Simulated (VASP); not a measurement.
Runs of VASP 6.6.1 on PmO. The structure is hexagonal, space group P-6m2 (No. 187). Conventional cell: a = 3.156 Å, b = 3.156 Å, c = 3.080 Å, α = 90.00°, β = 90.00°, γ = 120.00°. Pm (site symmetry -6m2) has 6 O at 2.39 Å as nearest neighbours. O (site symmetry -6m2) has 6 Pm at 2.39 Å as nearest neighbours. The cell comes from a database or a generator and needn't be the stable form of this composition.

| level | spin | U | gap on the mesh (eV) | pressure (GPa) | moment (μB) |
| --- | --- | --- | --- | --- | --- |
| r2SCAN+U | off | Pm f U = 3 eV | none | 27.7 | - |
| PBE | non-collinear, random start | - | none | 30.4 | 4.91 |
| PBE | collinear, zero start | - | none | (a) | 0.24 |
| r2SCAN+U | collinear, random start | Pm f U = 3 eV | none | 37.6 | 4.91 |
| PBE | collinear, random start | - | - | 30.5 | 4.91 |
| PBE | collinear, ferromagnetic start | - | none | 30.4 | 4.91 |

Alike in all rows: task single point; potentials or basis VASP PAW PBE potentials, release 64 (Pm, O); cell as given; k mesh 7 × 7 × 6; cutoff (eV) 520; smearing gaussian 0.05 eV.

Q: Fill in the values left out.

A: (a) 18.8.

Caveats: the magnetic or orbital state may not be the lowest (some runs); spin-orbit coupling is left out, which moves the levels of the heavy elements (some runs); a pressure of tens of GPa on the cell as given is suspect, and the run, the potentials or the cell itself is likely at fault (some runs); without U or exact exchange the open f shell lies at the Fermi level, which spoils levels, moments and volumes (some runs); the PAW data sets were made with another functional, which shifts forces and pressure a little (some runs); an odd number of electrons without spin polarisation forces a metal (some runs); a magnetic or distorted state may lie lower (some runs).

A k mesh can miss the band edges, and the runs leave out spin-orbit coupling on Pm.

A gap of «none» marks a metal or a gap under the smearing width.

Not every run made on this cell is shown here.
